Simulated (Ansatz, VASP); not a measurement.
# AlNi in two plane-wave programs, part 2 of 2

Wanted: the spread between two codes on one cell, functional and k mesh. The cell is taken from a series of runs on this material, whose earlier steps may have relaxed, scaled, displaced or heated it; both programs get it as it stands.

VASP 6.6.1 and Ansatz 0.2.0.

So far: Set-up; VASP: zone-centre phonons, LDA.

**3. Ansatz: zone-centre phonons, LDA**

Level of this step: Ansatz beside VASP: Kohn-Sham DFT, plane waves, LDA (Ansatz).

Ansatz runs on its PAW soft_1 files.

The same cell, functional (in two slightly different forms), mesh and smearing now go to Ansatz, which takes its cutoff from its data sets.

File input.yaml:

```yaml
crystal:
  lattice:
    - [2.9168741195, 0.0, 0.0]
    - [0.0, 2.9168741195, 0.0]
    - [0.0, 0.0, 2.7361980264]
  atoms:
    - { symbol: Al, position: [0.0, 0.0, 0.0] }
    - { symbol: Ni, position: [0.5, 0.5, 0.5] }
kpoints:
  mp_grid: { grid: [16, 16, 16] }
hamiltonian:
  xc: lda
  pseudopotentials: { kind: paw, azcp: { folder: soft_1 }, xc_functional: pbe }
scf:
  occupations: { method: methfessel_paxton, width: 0.2 }
output:
  eigenvalues: true
phonons:
  method: dfpt
```

The run is started by

```
ansatz run input.yaml --threads 4 --pin off --max-ram 10240MiB --backend cpu --events-out ev --progress --plain --runs-dir out
```

Numbers of over 12 decimals in the logs are rounded to 6 here.

Log:

```text
zone centre: on kpoints.mp_grid the ground state, and the responses unless they are solved on pairs of k-points, stand on 729 of the mesh's 4096 k-points, reduced under 8 symmetry operations, with k and −k counted as one. Each operation leaves every solved displacement unchanged or reverses it
Engine: ansatz 0.2.0, aarch64-unknown-linux-gnu
Pseudopotentials: kind: paw
Pseudopotential: Al, paw, valence charge 3, recommended cutoff 420 eV (normal), soft_1/Al.paw.azcp
Pseudopotential: Ni, paw, valence charge 18, recommended cutoff 420 eV (normal), soft_1/Ni.paw.azcp
Functional definition: SPW92
  exchange = slater_x
  correlation = pw_c
Crystal: 2 atoms, lattice volume = 23.280 Å³
Basis set: ecut = 420 eV, 461 PW (Γ), exchange–correlation on 40×40×40 points (8 copies of the dense FFT grid, shifted against one another)
Bands: 15, of which v1, the nominal top of the filled ones, is band 11 counted from 1 (10 counted from 0)
Symmetry: 16 space group operations
k-points: 729 of 4096 (irreducible under 8 space group operations)
Non-local potential: Al, projectors of the file, l = 0: 2, l = 1: 2, l = 2: 1
Non-local potential: Ni, projectors of the file, l = 0: 3, l = 1: 2, l = 2: 3, l = 3: 1
PAW form: soft (Blöchl's): semilocal exchange-correlation on the pseudo side does not see the compensation charge
PAW frozen core: Al, regenerated for the run's functional, and the local potential with it (the file was generated under x = pbe(κ = 0.804, μ = 0.219515), c = pbe(β = 0.066725))
PAW frozen core: Ni, regenerated for the run's functional, and the local potential with it (the file was generated under x = pbe(κ = 0.804, μ = 0.219515), c = pbe(β = 0.066725))
PAW one-centre angular grid: Al, 110 points (default); XC on 64 Gauss nodes
PAW one-centre angular grid: Ni, 590 points (default); XC on 64 Gauss nodes
Initial density: superposition of atomic densities (chi_scale 0.1, normalization cell, long waves kept (reshape's long-wave potential 0.00 eV rms))
Initial wavefunctions: pseudopotential atomic-orbital guess
Functional: x = slater, c = lda
SCF iter   1: F=—  HF=-6288.047621 eV  |F-HF|=—  |Δ(HF+E_count)|=         —  Δρ=7.77e-2  dr2=1.48e0  ethr=3.10e-3  ⟨swp⟩=4.1  Hψ=48557  notcnv=0
preconditioner: auto → none  [metal: Δε(μ)=0.006 eV  Ē_g=10.334 eV  σ=0.200 eV  W_gap=0.02  n_scr=6 (ndim 8)  ℏωp=27.7 eV  f_vac=0.000  D(μ)=0.76/eV (n_scr^D=6)  sad-step TF]
SCF iter   2: F=—  HF=-6287.867640 eV  |F-HF|=—  |Δ(HF+E_count)|=   1.80e-1  S|Δr|=    0.00e0  Δρ=5.96e-2  dr2=9.12e-1  ethr=3.10e-3  ⟨swp⟩=2.0  Hψ=19596  notcnv=0  defer=151
SCF iter   3: F=—  HF=-6287.663061 eV  |F-HF|=—  |Δ(HF+E_count)|=   2.05e-1  S|Δr|=    0.00e0  Δρ=1.97e-2  dr2=8.73e-2  ethr=3.10e-3  ⟨swp⟩=2.0  Hψ=14016  notcnv=0  defer=151
SCF iter   4: F=—  HF=-6287.647613 eV  |F-HF|=—  |Δ(HF+E_count)|=   1.54e-2  S|Δr|=    0.00e0  Δρ=5.17e-3  dr2=3.54e-3  ethr=4.16e-4  ⟨swp⟩=2.0  Hψ=18499  notcnv=0  defer=132
SCF iter   5: F=—  HF=-6287.647490 eV  |F-HF|=—  |Δ(HF+E_count)|=   1.23e-4  S|Δr|=    0.00e0  Δρ=1.25e-3  dr2=1.69e-4  ethr=1.68e-5  ⟨swp⟩=2.3  Hψ=14736  notcnv=0  defer=130
SCF iter   6: F=—  HF=-6287.647433 eV  |F-HF|=—  |Δ(HF+E_count)|=   5.71e-5  S|Δr|=    0.00e0  Δρ=3.01e-4  dr2=1.06e-5  ethr=8.04e-7  ⟨swp⟩=2.6  Hψ=17976  notcnv=0  defer=130
SCF iter   7: F=—  HF=-6287.647425 eV  |F-HF|=—  |Δ(HF+E_count)|=   7.86e-6  S|Δr|=    0.00e0  Δρ=4.10e-5  dr2=2.19e-7  ethr=5.04e-8  ⟨swp⟩=2.2  Hψ=15435  notcnv=0  defer=130
SCF iter   8: F=—  HF=-6287.647446 eV  |F-HF|=—  |Δ(HF+E_count)|=   2.06e-5  S|Δr|=    0.00e0  Δρ=3.25e-6  dr2=1.49e-9  ethr=1.04e-9  ⟨swp⟩=2.3  Hψ=15762  notcnv=0  defer=130
SCF iter   9: F=-6287.647446 eV  HF=-6287.647446 eV  |F-HF|=3.64e-12  |Δ(HF+E_count)|=  2.65e-10  S|Δr|=    0.00e0  Δρ=1.78e-7  dr2=4.83e-12  ethr=1.00e-12  ⟨swp⟩=5.3  Hψ=55913  notcnv=0
SCF 1 converged in 9 iterations: F = -6287.647446 eV  dr2 = 4.83e-12
  greatest PAW one-centre occupation: 1.001 electrons in one spin orbital (limit 2), on the Ni atom at site 1 (counted from 0), in its partial waves of l = 1
DFPT response loops at Γ: preconditioner auto → Kerker (q_TF=auto, 2.682 Å⁻¹) (partly filled bands, converged f_vac=0.000); β = 1.00, the filter's whole step (`scf.mixing.beta` (0.50) is not read by the response loops under this deck's `scf.mixing.preconditioner`; to damp them name `kerker` or `kerker_dos`, under which they read `scf.mixing.beta`, and type it under 1.00, their step now; both keys bind the ground state too); Broyden in place of MSR1
SCF converged after 9 iterations
Stability not checked: this state was not tested for a lower state beside it, because cold or Methfessel-Paxton smearing, or corrected tetrahedra, fill the levels in a way that the test cannot read (fill_not_monotonic; see scf.lower_state_search)
Free energy (F): -6287.647446 eV
Harris-Foulkes:  -6287.647446 eV  (|F-HF|=3.64e-12)
Internal energy: -6287.647375 eV  (E = F + TS)
E sigma→0 (E₀):  -6287.647428 eV
Entropy (-TS):   -0.000071 eV (-0.036 meV/atom)
Fermi energy:    14.003485 eV
--- Per-component energies (eV) ---
  E_band       = -333.764844
  E_kinetic    = 369.893297
  E_local      = -3719.214819  (includes V_loc(G=0)·N_el)
  E_nonlocal   = -101.915586
  E_hartree    = 1950.968558
  E_xc         = -151.979782
  E_vxc        = -178.115576  (∫ρ·V_xc dr)
  E_paw        = -2037.451690  (= ΣΔE_a)
  E_vpaw       = -606.349960  (= ΣTr[D̂ρ^β])
  E_aug_tail   = 0.000839  (compensation charges beyond the density's cutoff)
  E_ewald      = -2598.438030
  E_core_change = 0.489838  (= ΣΔE_core)
  E_smearing   = -0.000071  (= −TS)
  E_closure    = 0.000000  (closes the sum)
  Σ components = -6287.647446   (vs F -6287.647446, Δ=0.00e0)
--- Band table (eV; the first three rows and the last of 729) ---
  k-point 0: bands = [... 7 lower, 12.2584, 12.4622, 12.4622, 18.7988, 18.7988, 21.1749, 22.0054, 22.3061]
  k-point 1: bands = [... 7 lower, 12.2635, 12.4183, 12.4183, 18.9074, 18.9074, 20.0503, 22.0151, 23.1692]
  k-point 2: bands = [... 7 lower, 12.2782, 12.2982, 12.2982, 18.4482, 19.2224, 19.2224, 22.0443, 24.0713]
  k-point 728: bands = [... 7 lower, 12.8946, 13.0408, 15.9433, 15.9433, 16.0627, 17.8425, 18.1475, 18.8494]
--- Phonons (Γ-DFPT): 4 representative perturbations + reference, on 729 of 4096 k-points (Σ response iterations 13) ---
  k mesh reduced under 8 symmetry operations, with k and −k counted as one. Each operation leaves every solved displacement unchanged or reverses it
  ASR residual: 2.460e-5 → 0.000e0 eV/Å²; symmetrization residual: 1.642e-6 eV/Å²
  ASR residual per site (eV/Å²): 6.57e-6 2.46e-5
  Γ frequencies (cm⁻¹): 0.00 0.00 0.00 288.99 291.02 291.02
  non-analytic LO–TO correction: not included (Born effective charges unavailable; polar crystals: no LO–TO splitting at Γ)
```

Reading the cycles: dr2 is the Hartree energy of the density residual (eV), the measure of convergence; HF is the Harris–Foulkes estimate of the energy, which meets the free energy F at convergence.

**4. Comparison**

Known differences besides the potentials themselves: the data sets hold 21 valence electrons in Ansatz (on its PAW soft_1 files) and 13 in VASP; the cutoff is 420 eV in Ansatz and 600 eV in VASP; VASP's log shows a relativistic correction to its local exchange, Ansatz's none. Total energies have different zeros and are not compared.

The two programs side by side:

| quantity | Ansatz | VASP | difference |
| --- | --- | --- | --- |
| optical mode 1 (cm⁻¹) | 289.0 | 290.7 | -0.59 % |
| optical mode 2 to 3 (cm⁻¹) | 291.0 | 292.7 | -0.56 % |

Modes are paired by rising frequency, not by their patterns, so a pair may set unlike modes beside each other; they are those without the splitting of longitudinal modes.

**5. What came out**

| Item | Value |
| --- | --- |
| r.m.s. difference of the optical zone-centre modes, each program's sorted by frequency (zone-centre phonons, LDA) | 1.7 cm⁻¹ |
| difference in optical mode 1 (zone-centre phonons, LDA) | -0.6 % |

**Reading.** The r.m.s. difference of the optical zone-centre modes, each program's sorted by frequency is 1.7 cm⁻¹ (zone-centre phonons, LDA). The data sets hold unlike numbers of valence electrons (21 in Ansatz and 13 in VASP), so part of the differences comes from the potentials. Among the rows given in per cent, the largest difference of the zone-centre phonons, LDA pair is in optical mode 1, -0.6 %. How closely two codes agree says nothing of how well the functional describes the real material.

[Lines on the potential files, build, host, timing and source positions are cut from VASP's logs without a mark.]

[Logs are printed without paths, hosts, clocks, repeated set-up lines and the standing remarks that a program may print on its own settings, such as how far it seeks lower states.]

[Hosts, paths, dates, database ids (printed as entryN), source tags and the programs' standing remarks are cut or masked in the printed files.]
